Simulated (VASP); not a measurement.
CdTe:

```
Cd Te
1.0
     0.00000    3.28017    3.28017
     3.28017    0.00000    3.28017
     3.28017    3.28017    0.00000
Cd Te
1 1
Direct
  0.00000 0.00000 0.00000
  0.75000 0.75000 0.75000
```

The cell is a database's computed one.

Base run:

```yaml
Program: VASP 6.6.1
Functional: PBE0
Potentials_or_basis: VASP PAW PBE potentials, release 64 (Cd, Te)
Cutoff: 450 eV
k_mesh: 6 × 6 × 6
Occupations: gaussian, width 0.02 eV
Spin: no spin polarisation
```

Its results: band gap on the k mesh 2.02 eV, direct.

The run is repeated on the same cell with these changes: functional from PBE0 to PBE; cutoff from 450 eV to 300 eV; k mesh from 6 × 6 × 6 to 10 × 10 × 10. What comes out?

Band gap on the k mesh 0.66 eV, direct.

Several settings changed at once, so the effect can't be laid on one alone.

Caveats: spin-orbit coupling is left out, which moves the levels of the heavy elements.
